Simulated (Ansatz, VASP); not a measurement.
# Pb (Pb(111)): VASP beside Ansatz, part 2 of 2

Wanted: the spread between two codes on one cell, functional and k mesh.

VASP 6.6.1 and Ansatz 0.2.0.

So far: Set-up; Ansatz: band structure, PBE; VASP: band structure, PBE.

## 3. VASP: band structure, PBE (continued)

Level of this step: PBE; plane waves and PAW (Pb) (VASP).

Numbers of over 12 decimals in the logs are rounded to 6 here.

From OUTCAR (step 3):

```text
ion  position               nearest neighbor table
   1  0.333  0.333  0.279-   2 3.50   2 3.50   2 3.50
   2  0.667  0.667  0.367-   3 3.50   1 3.50   1 3.50   3 3.50   3 3.50   1 3.50
   3  0.000  0.000  0.456-   2 3.50   4 3.50   2 3.50   4 3.50   2 3.50   4 3.50
   4  0.333  0.333  0.544-   3 3.50   5 3.50   5 3.50   3 3.50   3 3.50   5 3.50
   5  0.667  0.667  0.633-   6 3.50   4 3.50   4 3.50   6 3.50   6 3.50   4 3.50
   6  0.000  0.000  0.721-   5 3.50   5 3.50   5 3.50

  LATTYP: Found a hexagonal cell.
 ALAT       =     3.5001785669
 C/A-ratio  =     9.2250776769

 Subroutine GETGRP returns: Found 12 space group operations
 (whereof  6 operations were pure point group operations)

The static configuration has the point symmetry C_3v.
 The point group associated with its full space group is D_3d.

 Found     37 irreducible k-points:

   k-points           NKPTS =     37   k-points in BZ     NKDIM =     37   number of bands    NBANDS=     28

   dimension x,y,z NGX =    16 NGY =   16 NGZ =  140
   dimension x,y,z NGXF=    32 NGYF=   32 NGZF=  280

   ENCUT  =  300.0 eV  22.05 Ry    4.70 a.u.   4.94  4.94 45.60*2*pi/ulx,y,z

   NELECT =      24.0000    total number of electrons

 k-points in reciprocal lattice and weights: Automatic mesh
   0.00000000  0.00000000  0.00000000       0.003
   0.05555556 -0.00000000  0.00000000       0.019
   0.11111111 -0.00000000  0.00000000       0.019
   0.16666667 -0.00000000  0.00000000       0.019
   0.22222222 -0.00000000  0.00000000       0.019
   0.27777778 -0.00000000  0.00000000       0.019
   0.33333333 -0.00000000  0.00000000       0.019
   0.38888889 -0.00000000  0.00000000       0.019
   0.44444444 -0.00000000  0.00000000       0.019
[...]
-0.38888889  0.27777778  0.00000000       0.037
  -0.33333333  0.33333333  0.00000000       0.006

 dipolmoment           0.000000      0.000000      0.000001 electrons x Angstroem

 average (electrostatic) potential at core
       1 -46.8395       2 -46.7721       3 -46.8234       4 -46.8234       5 -46.7720
       6 -46.8394

 E-fermi :   0.9016

 k-point     1 :       0.0000    0.0000    0.0000
  band No.  band energies     occupation
    ...
      5      -8.3169      2.00000
      6      -7.5991      2.00000
      7      -2.8801      2.00000
      8      -1.6860      2.00000
      9      -0.0732      1.99988
     10       1.7570      0.00039
     11       3.4736      0.00000
     12       4.3800      0.00000
     13       4.6314      0.00000
     14       5.5621      0.00000
    ...

 k-point     2 :       0.0556   -0.0000    0.0000
  band No.  band energies     occupation
    ...
      5      -8.2688      2.00000
      6      -7.5544      2.00000
      7      -2.8212      2.00000
      8      -1.6328      2.00000
      9      -0.0282      1.99982
     10       1.7917      0.00027
     11       3.5043      0.00000
     12       4.4218      0.00000
     13       4.6727      0.00000
     14       5.5921      0.00000
    ...

 k-point     3 :       0.1111   -0.0000    0.0000
  band No.  band energies     occupation
    ...
      5      -8.1253      2.00000
      6      -7.4216      2.00000
      7      -2.6459      2.00000
      8      -1.4756      2.00000
      9       0.1012      1.99933
     10       1.8812      0.00011
     11       3.5596      0.00000
     12       4.4950      0.00000
     13       4.5179      0.00000
     14       4.7493      0.00000
    ...

  Total        1.1345239      1.1345239      1.2855600     -0.0000000      0.0000000     -0.0000000
  in kB        5.3058254      5.3058254      6.0121756     -0.0000000      0.0000000     -0.0000000
  external PRESSURE =       5.5412755 kB  Pullay stress =       0.0000000 kB

  energy-cutoff  :      300.00
  volume of cell :      342.59
      direct lattice vectors                 reciprocal lattice vectors
     3.500178567  0.000000000  0.000000000     0.285699710 -0.164948804  0.000000000
     1.750089283  3.031243557  0.000000000     0.000000000  0.329897608  0.000000000
     0.000000000  0.000000000 32.289419162     0.000000000  0.000000000  0.030969897

 POSITION                                       TOTAL-FORCE (eV/Angst)
 -----------------------------------------------------------------------------------
      1.75009      1.01041      9.00000         0.000000      0.000000      0.048698
      3.50018      2.02083     11.85788         0.000000      0.000000     -0.235702
      0.00000      0.00000     14.71577        -0.000000     -0.000000      0.019363
      1.75009      1.01041     17.57365         0.000000      0.000000     -0.019363
      3.50018      2.02083     20.43154         0.000000     -0.000000      0.235702
      0.00000      0.00000     23.28942        -0.000000     -0.000000     -0.048698
 -----------------------------------------------------------------------------------
    total drift:                                0.000000      0.000000      0.000017

  FREE ENERGIE OF THE ION-ELECTRON SYSTEM (eV)
  ---------------------------------------------------
  free  energy   TOTEN  =       -21.0784969373 eV

  energy  without entropy=      -20.9647745619  energy(sigma->0) =      -21.02163575

 vacuum level on the upper side and lower side of the slab         4.664         4.664

 total charge
# of ion       s       p       d       tot
------------------------------------------
    1        1.729   1.273   0.053   3.055
    2        1.743   1.327   0.074   3.144
    3        1.738   1.330   0.073   3.142
    4        1.738   1.330   0.073   3.142
    5        1.743   1.327   0.074   3.144
    6        1.729   1.273   0.053   3.055
--------------------------------------------------
tot         10.420   7.860   0.401  18.681

[... 3 further parts left out ...]
```

The data set Pb keeps the semicore shell frozen, which is cheaper and a little less accurate.

## 4. Comparison

Known differences besides the PAW data sets themselves: the data sets hold 84 valence electrons in Ansatz (default PAW (the set named soft_2) files) and 24 in VASP; the cutoff is 420 eV in Ansatz and 300 eV in VASP (PREC = Normal); VASP leaves aspherical gradient terms in its spheres out (LASPH is not set), Ansatz keeps them. Total energies have different zeros and are not compared.

The two programs side by side:

```tsv
quantity	Ansatz	VASP	difference
work function, lower of the two faces (eV)	3.76	3.76	0.00
work function, higher of the two faces (eV)	3.76	3.76	0.00
```

Forces (eV/Å; atoms numbered as in POSCAR):

```tsv
atom	Ansatz x, y, z	VASP x, y, z
Pb1	0.000, 0.000, 0.036	0.000, 0.000, 0.049
Pb2	0.000, 0.000, -0.243	0.000, 0.000, -0.236
Pb3	0.000, 0.000, 0.023	0.000, 0.000, 0.019
Pb4	0.000, 0.000, -0.023	0.000, 0.000, -0.019
Pb5	0.000, 0.000, 0.243	0.000, 0.000, 0.236
Pb6	0.000, 0.000, -0.036	0.000, 0.000, -0.049
```

The forces differ by 5.0 meV/Å r.m.s., which is 6.2 % of the r.m.s. force of 0.08 eV/Å (both taken over all components). Levels from 3 eV below to 2 eV above the Fermi level differ by 7 meV r.m.s. and 17 meV at most; each VASP level is matched to the nearest of Ansatz, which flatters the figure a little.

## 5. Summary of results

```yaml
r_m_s_difference_of_levels_near_the_fermi_level_band_structure_pbe: 6.9 meV
```

The r.m.s. difference of levels near the Fermi level is 6.9 meV (band structure, PBE), within the 80 meV picked in this series as the mark of a large difference. How closely two codes agree says nothing of how well the functional describes the real material.

[Lines on the potential files, build, host, timing and source positions are cut from VASP's logs without a mark.]

[Logs are printed without paths, hosts, clocks, repeated set-up lines and the standing remarks that a program may print on its own settings, such as how far it seeks lower states.]

[Hosts, paths, dates, database ids (printed as entryN), source tags and the programs' standing remarks are cut or masked in the printed files.]
